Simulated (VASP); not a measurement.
# Bi9Sb7: relaxation of cell and atoms with PBE+D3(BJ)

The system is Bi9Sb7.

```xyz
16
Lattice="8.8773 0.0000 0.0000 4.4387 -7.6880 0.0000 4.4387 -2.5627 -7.7087" Properties=species:S:1:pos:R:3 pbc="T T T"
Bi    4.4387   -5.1253   -1.1486
Bi    2.2193   -1.2813   -1.1486
Bi    6.6580   -6.4067   -5.0030
Bi    4.4387   -2.5627   -5.0030
Bi    8.8773   -2.5627   -5.0030
Bi    6.6580   -3.8440   -2.7058
Bi   11.0967   -8.9693   -6.5601
Bi    8.8773   -5.1253   -6.5601
Bi   15.5354   -8.9693   -6.5601
Sb    8.8773   -5.1253   -1.1486
Sb    6.6580   -1.2813   -1.1486
Sb   11.0967   -6.4067   -5.0030
Sb    8.8773   -7.6880   -2.7058
Sb   13.3160   -7.6880   -2.7058
Sb   11.0967   -3.8440   -2.7058
Sb   13.3160   -5.1253   -6.5601
```

The cell was built by a generator and needn't be a form met in nature.

```json
{
 "Program": "VASP 6.6.1",
 "Task": "relaxation of cell and atoms",
 "Functional": "PBE",
 "Dispersion": "D3(BJ)",
 "Potentials or basis": "VASP PAW PBE potentials, release 64 (Bi_d, Sb)",
 "Cutoff": "600 eV",
 "k mesh": "4 × 4 × 4",
 "Occupations": "gaussian, width 0.03 eV",
 "Spin": "no spin polarisation",
 "Further INCAR settings": "ALGO = Normal; EDIFF = 1e-06; IBRION = 2; EDIFFG = -0.01; NSW = 90; ISIF = 3"
}
```

| Property | Result |
| --- | --- |
| Relaxed volume | 32.64 Å³/atom |
| Relaxed cell | a = 8.897 Å, b = 8.896 Å, c = 9.187 Å, α = 61.04°, β = 61.07°, γ = 60.00° |
| Space group after relaxing (to 0.05 Å) | Cm (No. 8) |
| Energy gained by relaxing | 11.9 meV/atom |
| Ionic steps | 23 |
| Pressure after relaxing | 0.0 GPa |
| Largest force after relaxing | 0.006 eV/Å |
| Band gap on the k mesh | none (metal or under the smearing width) |
| Dispersion energy per atom | -0.466 eV |

Forces on the atoms (eV/Å):
```
Bi  -0.003 -0.002 -0.001
Bi  -0.001  0.000  0.005
Bi  -0.001  0.000  0.003
Bi  -0.001 -0.001  0.003
Bi   0.000  0.000  0.001
Bi   0.005  0.003  0.001
Bi   0.000  0.002 -0.002
Bi   0.001 -0.001 -0.002
Bi   0.001  0.001 -0.001
Sb   0.000  0.001  0.004
Sb   0.001  0.000  0.004
Sb  -0.003 -0.002 -0.005
Sb  -0.001 -0.001 -0.002
Sb   0.002 -0.003 -0.002
Sb  -0.001  0.003 -0.002
Sb   0.001  0.000 -0.001
```

Step by step:
```tsv
step	energy change (eV)	largest force (eV/Å)	pressure (GPa)	volume (Å³)
1	0.0000	0.6643	0.23	526.11
2	-0.1163	0.3124	-0.39	529.74
3	-0.1456	0.1530	-0.84	532.79
4	-0.1705	0.1776	0.46	519.35
5	-0.1782	0.1241	0.02	523.65
6	-0.1827	0.0907	0.01	523.24
7	-0.1866	0.0774	0.02	522.02
8	-0.1870	0.0769	0.02	522.30
9	-0.1884	0.0416	-0.05	522.77
10	-0.1886	0.0298	-0.10	523.06
11	-0.1891	0.0216	0.02	521.83
12	-0.1891	0.0208	0.01	521.94
13	-0.1893	0.0188	0.01	521.99
14	-0.1896	0.0125	0.01	522.13
15	-0.1894	0.0329	0.01	522.41
16	-0.1896	0.0152	0.00	522.23
17	-0.1897	0.0124	0.00	522.35
18	-0.1897	0.0125	0.00	522.41
19	-0.1899	0.0108	-0.01	522.45
20	-0.1900	0.0151	-0.02	522.57
21	-0.1901	0.0114	0.01	522.20
22	-0.1901	0.0113	0.01	522.15
23	-0.1901	0.0060	0.01	522.18
```

Final structure:
```
Bi Sb
1.0
     8.89658    0.00047    0.00242
     4.44788   -7.70396    0.00000
     4.44611   -2.56901   -7.61771
Bi Sb
9 7
Direct
  0.11003 0.61971 0.15054
  0.11583 0.11698 0.15022
  0.11488 0.61701 0.64327
  0.11488 0.12484 0.64327
  0.62128 0.11921 0.64029
  0.39017 0.37969 0.35045
  0.38604 0.87460 0.85386
  0.38604 0.38549 0.85386
  0.87977 0.88021 0.85982
  0.62001 0.62049 0.14996
  0.62001 0.10954 0.14996
  0.62620 0.61544 0.64292
  0.38960 0.88000 0.35040
  0.87487 0.88581 0.35437
  0.87487 0.38496 0.35437
  0.87552 0.38601 0.85245
```

Levels at points of the mesh, in eV from the Fermi level:
```tsv
k point	band 82	band 83	band 84	band 85	band 86	band 87	band 88	band 89
(0.00, 0.00, 0.00)	-0.73	-0.40	-0.38	-0.22	-0.19	-0.14	-0.06	0.29
(0.50, 0.00, 0.00)	-1.40	-1.38	-1.05	-1.03	1.12	1.42	1.56	1.57
(0.00, 0.50, 0.00)	-1.49	-1.38	-1.03	-1.02	1.22	1.30	1.54	1.55
(0.50, 0.50, 0.00)	-0.95	-0.85	-0.43	-0.36	0.66	0.70	0.86	0.90
(0.50, 0.00, 0.50)	-0.90	-0.85	-0.39	-0.38	0.66	0.66	0.89	0.91
(0.00, 0.00, 0.50)	-1.15	-1.14	-1.02	-1.01	1.48	1.52	1.52	1.61
```

Run time: 100 min on 1 × NVIDIA H100 80GB with 1 thread of AMD EPYC 7R13 Processor (Zen 3), on a shared host, peak memory 2.3 GiB.

Caveat: spin-orbit coupling is left out, which moves the levels of the heavy elements; pairwise dispersion overbinds metals, which lowers pressure and volume.
